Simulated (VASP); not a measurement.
# SO in VASP: a series of runs, part 3 of 3

VASP 6.6.1. The steps go on from the part before.

## 5. Hyperfine couplings, PBE0, collinear spin, ferromagnetic start

The input, POSCAR:

```
SO                                      
1.0
    9.0000000000      0.0000000000      0.0000000000
    0.0000000000      9.5000000000      0.0000000000
    0.0000000000      0.0000000000     10.0000000000
  S               O             
     1     1
Direct
     0.4999999999996647    0.4999999999991464    0.4265592677456449
     0.5000000000003353    0.5000000000008535    0.5734407322543551
```

The input, INCAR.step1:

```
PREC     = Accurate       # precision mode
ENCUT    = 520            # plane-wave cutoff, eV
EDIFF    = 1E-5           # SCF threshold, eV
ISMEAR   = 0              # smearing method
SIGMA    = 0.01           # smearing width, eV
LREAL    = F              # projectors in reciprocal space
LASPH    = T              # aspherical terms in the spheres
NELM     = 80             # most SCF steps
ALGO     = Normal         # electronic algorithm
ISIF     = 2              # what is computed and relaxed
LWAVE    = T              # write WAVECAR
LCHARG   = F              # write CHGCAR
ISPIN    = 2              # spin polarisation
MAGMOM   = 1 1            # initial moments
LORBIT   = 11             # projections on sites
NUPDOWN  = 2              # fixed moment
LDMATRIX = T            
NGYROMAG = 3.2717 -5.7742
LEFG     = T            
QUAD_EFG = -67.8 -25.58 
ISYM     = 0            
NCORE    = 2            
GGA      = PE             # functional
```

The input, INCAR.step2:

```
PREC     = Accurate       # precision mode
ENCUT    = 520            # plane-wave cutoff, eV
EDIFF    = 1E-8           # SCF threshold, eV
ISMEAR   = 0              # smearing method
SIGMA    = 0.01           # smearing width, eV
LREAL    = F              # projectors in reciprocal space
LASPH    = T              # aspherical terms in the spheres
NELM     = 80             # most SCF steps
ALGO     = Normal         # electronic algorithm
ISIF     = 2              # what is computed and relaxed
LWAVE    = F              # write WAVECAR
LCHARG   = F              # write CHGCAR
ISPIN    = 2              # spin polarisation
MAGMOM   = 1 1            # initial moments
LORBIT   = 11             # projections on sites
NUPDOWN  = 2              # fixed moment
GGA      = PE             # functional
LHFCALC  = T              # exact exchange
AEXX     = 0.25           # exact-exchange fraction
PRECFOCK = Normal       
LHYPERFINE= T            
LDMATRIX = T            
NGYROMAG = 3.2717 -5.7742
LEFG     = T            
QUAD_EFG = -67.8 -25.58 
ISYM     = 0            
NCORE    = 2            
ISTART   = 1
```

The input, KPOINTS:

```
Automatic mesh
0
Gamma
  1 1 1
```

Potentials or basis: VASP PAW PBE potentials, release 64 (S, O).

On the command line:

```bash
cat potpaw_PBE.64/S/POTCAR potpaw_PBE.64/O/POTCAR > POTCAR
cp INCAR.step1 INCAR
mpirun -np 4 vasp_std > vasp.out
cp INCAR.step2 INCAR
mpirun -np 4 vasp_std > vasp.out
```

OUTCAR:

```text
PREC = Accurate
   ENCUT = 520
   EDIFF = 1E-8
   ISMEAR = 0
   LREAL = F
   LASPH = T
   NELM = 80
   ISIF = 2
   ISPIN = 2
   LORBIT = 11
   NUPDOWN = 2
   GGA = PE
   LHFCALC = T
   AEXX = 0.25
   PRECFOCK = Normal
   ISYM = 0
   ISTART = 1

 ion  position               nearest neighbor table
   1  0.500  0.500  0.427-   2 1.47
   2  0.500  0.500  0.573-   1 1.47

IMPORTANT INFORMATION: All symmetrisations will be switched off!
NOSYMM: (Re-)initialisation of all symmetry stuff for point group C_1.

----------------------------------------------------------------------------------------

[... 231 lines left out ...]
  ion      A_pw      A_1PS     A_1AE     A_1c      A_tot
 -------------------------------------------------------------
   1      -5.079    -4.219    -4.963    -9.442    -5.823
   2     -49.994   -50.038   -81.057    54.719   -81.013
 -------------------------------------------------------------

 Dipolar hyperfine coupling parameters (MHz)
 ---------------------------------------------------------------------
  ion      A_xx      A_yy      A_zz      A_xy      A_xz      A_yz
 ---------------------------------------------------------------------
   1      32.912    32.905   -65.817    -0.000    -0.000    -0.000
   2     -32.066   -32.056    64.122    -0.000    -0.000    -0.000
 ---------------------------------------------------------------------

 Total hyperfine coupling parameters after diagonalization (MHz)
 (convention: |A_zz| > |A_xx| > |A_yy|)
 ----------------------------------------------------------------------
  ion      A_xx      A_yy      A_zz     asymmetry (A_yy - A_xx)/ A_zz
 ----------------------------------------------------------------------
   1      27.089    27.082   -71.639       0.000
   2    -113.068   -16.890  -113.079      -0.851
 ---------------------------------------------------------------------

 Spin-spin contribution to zero-field splitting tensor (MHz)
 ---------------------------------------------------------------
      D_xx      D_yy      D_zz      D_xy      D_xz      D_yz
 ---------------------------------------------------------------
  -8538.361 -8507.067 17045.426    -0.000     0.000     0.000
 ---------------------------------------------------------------

 after diagonalization
 ---------------------------------------------
     D_diag          eigenvector (x,y,z)
 ---------------------------------------------
  -8507.067       0.000    -1.000     0.000
  -8538.361       1.000     0.000    -0.000
  17045.426       0.000     0.000     1.000
---------------------------------------------

 total charge

# of ion       s       p       d       tot
------------------------------------------
    1        1.375   2.251   0.000   3.626
    2        1.610   3.417   0.000   5.027
--------------------------------------------------
tot          2.985   5.668   0.000   8.653

 magnetization (x)

# of ion       s       p       d       tot
------------------------------------------
    1        0.017   0.670   0.000   0.687
    2        0.011   0.605   0.000   0.616
--------------------------------------------------
tot          0.029   1.274   0.000   1.303
```

Wall time 2.2 min (4 MPI ranks of Intel Xeon 6975P-C (Granite Rapids), shared host); peak memory 0.42 GiB.

Results:

```
Free energy                                           : -13.4446 eV
Net moment                                            : 2.00 μB per cell
Site moments                                          : S +0.69; O +0.62 μB
Valence electrons inside the program's atomic spheres : S 3.63; O 5.03
```

Forces on the atoms (eV/Å):
```
S    0.000  0.000 -0.003
O    0.000  0.000  0.003
```

Electric field gradients, principal values (V/Å²):
```csv
atom,Vxx,Vyy,Vzz
1 S,-41.619,-41.641,83.260
2 O,-28.467,-28.470,56.937
```

Hyperfine coupling, principal values (MHz):
```
atom                 values
 1 S      27.1, 27.1, -71.6
 2 O  -113.1, -16.9, -113.1
```

Caveat: the PAW data sets were made with another functional, which shifts forces and pressure a little; the total moment is fixed, so each spin has its own Fermi level.

## 6. Hyperfine couplings, HF, collinear spin, ferromagnetic start

POSCAR: that of step 5 with these lines changed.

```diff
@@ -8,3 +8,3 @@
 Direct
-     0.4999999999996647    0.4999999999991464    0.4265592677456449
-     0.5000000000003353    0.5000000000008535    0.5734407322543551
+     0.4999999999763425    0.5000000000066588    0.4287101909931427
+     0.5000000000236575    0.4999999999933411    0.5712898090068571
```

INCAR.step1 is that of step 5.

INCAR.step2: that of step 5 with these lines changed.

```diff
@@ -18,3 +18,5 @@
 LHFCALC  = T              # exact exchange
-AEXX     = 0.25           # exact-exchange fraction
+AEXX     = 1.0            # exact-exchange fraction
+ALDAC    = 0.0          
+AGGAC    = 0.0          
 PRECFOCK = Normal
```

KPOINTS is that of step 5.

Potentials or basis: VASP PAW PBE potentials, release 64 (S, O).

On the command line:

```bash
cat potpaw_PBE.64/S/POTCAR potpaw_PBE.64/O/POTCAR > POTCAR
cp INCAR.step1 INCAR
mpirun -np 4 vasp_std > vasp.out
cp INCAR.step2 INCAR
mpirun -np 4 vasp_std > vasp.out
```

OUTCAR:

```text
PREC = Accurate
   ENCUT = 520
   EDIFF = 1E-8
   ISMEAR = 0
   LREAL = F
   LASPH = T
   NELM = 80
   ISIF = 2
   ISPIN = 2
   LORBIT = 11
   NUPDOWN = 2
   GGA = PE
   LHFCALC = T
   AEXX = 1.0
   PRECFOCK = Normal
   ISYM = 0
   ISTART = 1

 ion  position               nearest neighbor table
   1  0.500  0.500  0.429-   2 1.43
   2  0.500  0.500  0.571-   1 1.43

IMPORTANT INFORMATION: All symmetrisations will be switched off!
NOSYMM: (Re-)initialisation of all symmetry stuff for point group C_1.

----------------------------------------------------------------------------------------

                                     Primitive cell

  volume of cell :     855.0000

  direct lattice vectors                    reciprocal lattice vectors
     9.000000000  0.000000000  0.000000000     0.111111111  0.000000000  0.000000000
     0.000000000  9.500000000  0.000000000     0.000000000  0.105263158  0.000000000
     0.000000000  0.000000000 10.000000000     0.000000000  0.000000000  0.100000000

  length of vectors
     9.000000000  9.500000000 10.000000000     0.111111111  0.105263158  0.100000000

  position of ions in fractional coordinates (direct lattice)
     0.500000000  0.500000000  0.428710191
     0.500000000  0.500000000  0.571289809

  ion indices of the primitive-cell ions
   primitive index   ion index
                 1           1
                 2           2

----------------------------------------------------------------------------------------

 KPOINTS: Automatic mesh

Automatic generation of k-mesh.
 Grid dimensions read from file:
 generate k-points for:    1    1    1

 Generating k-lattice:

  Cartesian coordinates                     Fractional coordinates (reciprocal lattice)
     0.111111111  0.000000000  0.000000000     1.000000000  0.000000000  0.000000000
     0.000000000  0.105263158  0.000000000     0.000000000  1.000000000  0.000000000
     0.000000000  0.000000000  0.100000000     0.000000000  0.000000000  1.000000000

  Length of vectors
     0.111111111  0.105263158  0.100000000

  Shift w.r.t. Gamma in fractional coordinates (k-lattice)
     0.000000000  0.000000000  0.000000000

 Subroutine IBZKPT returns following result:
 ===========================================
[... 129 lines left out ...]
  -------------------------------------------------------------------------------------
  Total       -0.2499895     -0.2552760     -0.3930849      0.0000000     -0.0000000     -0.0000000
  in kB       -0.4684533     -0.4783595     -0.7365986      0.0000000     -0.0000000     -0.0000000
  external PRESSURE =      -0.5611371 kB  Pullay stress =       0.0000000 kB

 VOLUME and BASIS-vectors are now :
 -----------------------------------------------------------------------------
  energy-cutoff  :      520.00
  volume of cell :      855.00
      direct lattice vectors                 reciprocal lattice vectors
     9.000000000  0.000000000  0.000000000     0.111111111  0.000000000  0.000000000
     0.000000000  9.500000000  0.000000000     0.000000000  0.105263158  0.000000000
     0.000000000  0.000000000 10.000000000     0.000000000  0.000000000  0.100000000

 POSITION                                       TOTAL-FORCE (eV/Angst)
 -----------------------------------------------------------------------------------
      4.50000      4.75000      4.28710         0.000000     -0.000000      0.010618
      4.50000      4.75000      5.71290        -0.000000      0.000000     -0.010618
 -----------------------------------------------------------------------------------
    total drift:                                0.000000     -0.000000     -0.000145

  FREE ENERGIE OF THE ION-ELECTRON SYSTEM (eV)
  ---------------------------------------------------
  free  energy   TOTEN  =       -25.9670303148 eV

  energy  without entropy=      -25.9670303148  energy(sigma->0) =      -25.96703031

 Electric field gradients (V/A^2)
---------------------------------------------------------------------
 ion       V_xx      V_yy      V_zz      V_xy      V_xz      V_yz
---------------------------------------------------------------------
   1     -23.657   -23.848    47.506    -0.000     0.000    -0.000
   2     -18.522   -18.686    37.209     0.000     0.000    -0.000
---------------------------------------------------------------------

 Electric field gradients after diagonalization (V/A^2)
 (convention: |V_zz| > |V_xx| > |V_yy|)
----------------------------------------------------------------------
 ion       V_xx      V_yy      V_zz     asymmetry (V_yy - V_xx)/ V_zz
----------------------------------------------------------------------
   1     -23.848   -23.657    47.506       0.004
   2     -18.686   -18.522    37.209       0.004
----------------------------------------------------------------------

           NMR quadrupolar parameters

 Cq : quadrupolar parameter    Cq=e*Q*V_zz/h
 eta: asymmetry parameters     (V_yy - V_xx)/ V_zz
 Q  : nuclear electric quadrupole moment in mb (millibarn)
----------------------------------------------------------------------
 ion       Cq(MHz)       eta       Q (mb)
----------------------------------------------------------------------
   1      -7.788       0.004     -67.800
   2      -2.301       0.004     -25.580
----------------------------------------------------------------------

 Fermi contact (isotropic) hyperfine coupling parameter (MHz)
 -------------------------------------------------------------
  ion      A_pw      A_1PS     A_1AE     A_1c      A_tot
 -------------------------------------------------------------
   1      -4.557    -4.106    32.706    -9.416    32.256
   2     -57.786   -57.958  -165.116    59.671  -164.944
 -------------------------------------------------------------

 Dipolar hyperfine coupling parameters (MHz)
 ---------------------------------------------------------------------
  ion      A_xx      A_yy      A_zz      A_xy      A_xz      A_yz
 ---------------------------------------------------------------------
   1      37.221    37.274   -74.495    -0.000    -0.000    -0.000
   2     -32.444   -32.395    64.840    -0.000    -0.000    -0.000
 ---------------------------------------------------------------------

 Total hyperfine coupling parameters after diagonalization (MHz)
 (convention: |A_zz| > |A_xx| > |A_yy|)
 ----------------------------------------------------------------------
  ion      A_xx      A_yy      A_zz     asymmetry (A_yy - A_xx)/ A_zz
 ----------------------------------------------------------------------
   1      69.477   -42.239    69.530      -1.607
   2    -197.339  -100.104  -197.388      -0.493
 ---------------------------------------------------------------------

 Spin-spin contribution to zero-field splitting tensor (MHz)
 ---------------------------------------------------------------
      D_xx      D_yy      D_zz      D_xy      D_xz      D_yz
 ---------------------------------------------------------------
 -10901.385-10868.408 21769.790    -0.000     0.000    -0.000
 ---------------------------------------------------------------

 after diagonalization
 ---------------------------------------------
     D_diag          eigenvector (x,y,z)
 ---------------------------------------------
 -10868.408      -0.000     1.000     0.000
 -10901.385      -1.000    -0.000     0.000
  21769.790       0.000    -0.000     1.000
---------------------------------------------

 total charge

# of ion       s       p       d       tot
------------------------------------------
    1        1.370   2.255   0.000   3.625
    2        1.620   3.518   0.000   5.138
--------------------------------------------------
tot          2.990   5.773   0.000   8.763

 magnetization (x)

# of ion       s       p       d       tot
------------------------------------------
    1        0.024   0.681   0.000   0.705
    2        0.025   0.644   0.000   0.669
--------------------------------------------------
tot          0.049   1.325   0.000   1.374
```

Run time: 92 s. Hardware: 4 MPI ranks of Intel Xeon 6975P-C (Granite Rapids), shared host; peak memory 0.43 GiB.

Results:

```
Free energy                                           : -25.9670 eV
Largest force                                         : 0.011 eV/Å
Net moment                                            : 2.00 μB per cell
Site moments                                          : S +0.70; O +0.67 μB
Valence electrons inside the program's atomic spheres : S 3.62; O 5.14
```

Forces on the atoms (eV/Å):
```
S    0.000  0.000  0.011
O    0.000  0.000 -0.011
```

Electric field gradients, principal values (V/Å²):
```
atom      Vxx      Vyy     Vzz
 1 S  -23.657  -23.848  47.506
 2 O  -18.522  -18.686  37.209
```

Hyperfine coupling, principal values (MHz):
```csv
atom,values
1 S,"69.5, -42.2, 69.5"
2 O,"-197.3, -100.1, -197.4"
```

Caveat: the PAW data sets were made with another functional, which shifts forces and pressure a little; the total moment is fixed, so each spin has its own Fermi level.

## 7. The runs side by side

| level | potentials or basis | further INCAR settings | grid for exact exchange (PRECFOCK) | exchange at q = 0 | moment (μB) |
| --- | --- | --- | --- | --- | --- |
| LDA | VASP PAW LDA potentials, release 64 (S, O) | ALGO = Fast; EDIFF = 1e-08; ISYM = 0 | - | - | 2.00 |
| PBE | VASP PAW PBE potentials, release 64 (S, O) | ALGO = Fast; EDIFF = 1e-08; ISYM = 0 | - | - | 2.00 |
| r2SCAN | VASP PAW PBE potentials, release 64 (S, O) | ALGO = Normal; EDIFF = 1e-08; ISYM = 0 | - | - | 2.00 |
| PBE0 | VASP PAW PBE potentials, release 64 (S, O) | ALGO = Normal; EDIFF = 1e-08; ISYM = 0 | Normal | default | 2.00 |
| HF | VASP PAW PBE potentials, release 64 (S, O) | ALGO = Normal; EDIFF = 1e-08; ISYM = 0 | Normal | default | 2.00 |

Some of these runs hold the atoms at other places in the same cell, which the table doesn't show; runs alike in all that it shows share one row.

Alike in all rows: task hyperfine couplings; spin collinear, ferromagnetic start; fixed moment (μB) 2; cell as given; k mesh 1 × 1 × 1; cutoff (eV) 520; smearing gaussian 0.01 eV.

Caveats: the total moment is fixed, so each spin has its own Fermi level; the PAW data sets were made with another functional, which shifts forces and pressure a little (some runs).

Total energies depend on the potentials used, so only differences within one code and one set of settings carry meaning.
